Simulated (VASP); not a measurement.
VASP ran on this input.

File KPOINTS:
```
Automatic mesh
0
Gamma
5 5 7
0 0 0
```

File POSCAR:
```
MgH2
1.0
  4.5252041093   0.0000000000   0.0000000000
  0.0000000000   4.5252041093   0.0000000000
  0.0000000000   0.0000000000   3.0012759626
Mg H
2 4
Cartesian
  0.0000000000   0.0000000000   0.0000000000
  2.2626020546   2.2626020546   1.5006379813
  1.3757823115   1.3757823115   0.0000000000
  3.6383843662   0.8868197431   1.5006379813
  0.8868197431   3.6383843662   1.5006379813
  3.1494217978   3.1494217978   0.0000000000
```

INCAR:
```
SYSTEM  =  MgH2
PREC  =  Accurate; ENCUT  =  520; LREAL  =  .False.
LASPH  =  .True.
EDIFF  =  1E-7; NELM  =  100; ALGO  =  Normal
ISMEAR  =  0; SIGMA  =  0.05
GGA  =  ML; LUSE_VDW  =  .True.; AGGAC  =  0.0
ZAB_VDW  =  -1.8867
IBRION  =  2; NSW  =  30; ISIF  =  4
EDIFFG  =  -0.01
LWAVE  =  .False.; LCHARG  =  .False.
```

POTCAR, in this order: Mg H (PBE.64 set). Program: vasp_std.

### Question
Translate this vdW-DF2 calculation to Quantum ESPRESSO's pw.x.

### Answer
One equivalent input (not run):
```
&CONTROL
  calculation = 'vc-relax'
  pseudo_dir = './pseudo'
  outdir = './out'
  tprnfor = .true.
  tstress = .true.
  nstep = 30
  forc_conv_thr = 0.00039
/
&SYSTEM
  ibrav = 0
  nat = 6
  ntyp = 2
  ecutwfc = 84
  occupations = 'smearing'
  smearing = 'gaussian'
  degauss = 0.003675
  input_dft = 'vdw-df2'
/
&ELECTRONS
  conv_thr = 7.3e-09
  electron_maxstep = 100
/
&IONS
/
&CELL
  cell_dofree = 'shape'
/
ATOMIC_SPECIES
  Mg 24.305 Mg.upf
  H 1.008 H.upf
CELL_PARAMETERS angstrom
     4.5252041    0.0000000    0.0000000
     0.0000000    4.5252041    0.0000000
     0.0000000    0.0000000    3.0012760
ATOMIC_POSITIONS crystal
  Mg   0.0000000  0.0000000  0.0000000
  Mg   0.5000000  0.5000000  0.5000000
  H    0.3040266  0.3040266  0.0000000
  H    0.8040266  0.1959734  0.5000000
  H    0.1959734  0.8040266  0.5000000
  H    0.6959734  0.6959734  0.0000000
K_POINTS automatic
  5 5 7 0 0 0
```
What does not carry over: the potentials are each code's own (VASP's PAW set, PseudoDojo norm-conserving files in pw.x), so ENCUT and ecutwfc are chosen apart and not converted; conv_thr bounds pw.x's estimated SCF error, while EDIFF bounds the energy change between steps; forc_conv_thr acts on force components and is met together with etot_conv_thr.

The compound is MgH2 in the rutile structure. This run relaxes it. Symmetry was kept, so distortions that lower it aren't found.
